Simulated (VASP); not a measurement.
These are PBE GGA, VASP's PBE PAW potentials (set 64) (plane waves; VASP 6.6.1) values and carry that method's errors.

The input files of a VASP run:

KPOINTS:
```
Automatic
0
Gamma
 9 9 9
```

### INCAR
```
ALGO=Normal
EDIFF=1E-6
ENCUT=520
GGA=PE
ISIF=2
ISMEAR=0
LASPH=.True.
LCHARG=.False.
LREAL=.False.
LWAVE=.False.
NELM=100
PREC=Accurate
SIGMA=0.05
SYSTEM=NaF
```

POSCAR:
```
NaF
1
    0.0000000000     2.3150000000     2.3150000000
    2.3150000000     0.0000000000     2.3150000000
    2.3150000000     2.3150000000     0.0000000000
Na F
1 1
Direct
  0.0000000000   0.0000000000   0.0000000000
  0.5000000000   0.5000000000   0.5000000000
```

POTCAR, in this order: Na F (PBE.64 set). Program: vasp_std.

The resulting files:

OSZICAR:
```
       N       E                     dE             d eps       ncg     rms          rms(c)
DAV:   1     0.380697708399E+02    0.38070E+02   -0.42701E+03   560   0.839E+02
DAV:   2    -0.842050520543E+01   -0.46490E+02   -0.46127E+02   640   0.179E+02
DAV:   3    -0.956301003385E+01   -0.11425E+01   -0.11425E+01   680   0.350E+01
DAV:   4    -0.956779434321E+01   -0.47843E-02   -0.47843E-02   736   0.213E+00
DAV:   5    -0.956783790472E+01   -0.43562E-04   -0.43562E-04   744   0.142E-01    0.541E+00
DAV:   6    -0.868393234365E+01    0.88391E+00   -0.53464E+00   560   0.179E+01    0.184E+00
DAV:   7    -0.867088439185E+01    0.13048E-01   -0.22154E-02   664   0.205E+00    0.105E+00
DAV:   8    -0.866994276934E+01    0.94162E-03   -0.28724E-02   584   0.231E+00    0.121E-01
DAV:   9    -0.867042694554E+01   -0.48418E-03   -0.11172E-03   744   0.304E-01    0.605E-02
DAV:  10    -0.867042393747E+01    0.30081E-05   -0.35675E-04   584   0.167E-01    0.354E-03
DAV:  11    -0.867042392149E+01    0.15987E-07   -0.76657E-06   664   0.253E-02
   1 F= -.86704239E+01 E0= -.86704239E+01  d E =-.429901E-21
```

### OUTCAR
```
------------------------ aborting loop because EDIFF is reached ----------------------------------------
  FORCE on cell =-STRESS in cart. coord.  units (eV):
  Direction    XX          YY          ZZ          XY          YZ          ZX
  --------------------------------------------------------------------------------------
  Total       -0.0362909     -0.0362909     -0.0362909      0.0000000     -0.0000000     -0.0000000
  in kB       -2.3432875     -2.3432875     -2.3432875      0.0000000     -0.0000000     -0.0000000
  external PRESSURE =      -2.3432875 kB  Pullay stress =       0.0000000 kB
  volume of cell :       24.81
      direct lattice vectors                 reciprocal lattice vectors
     0.000000000  2.315000000  2.315000000    -0.215982721  0.215982721  0.215982721
     2.315000000  0.000000000  2.315000000     0.215982721 -0.215982721  0.215982721
     2.315000000  2.315000000  0.000000000     0.215982721  0.215982721 -0.215982721
  FREE ENERGIE OF THE ION-ELECTRON SYSTEM (eV)
  ---------------------------------------------------
  free  energy   TOTEN  =        -8.6704239215 eV

  energy  without entropy=       -8.6704239215  energy(sigma->0) =       -8.67042392
```
(Selected blocks of OUTCAR.)

The compound is NaF in the rock salt structure. The cell was not relaxed at this level. The run is one of a series of settings (POTCAR Na F (PBE.64 set) against the base run), some of them coarse on purpose.
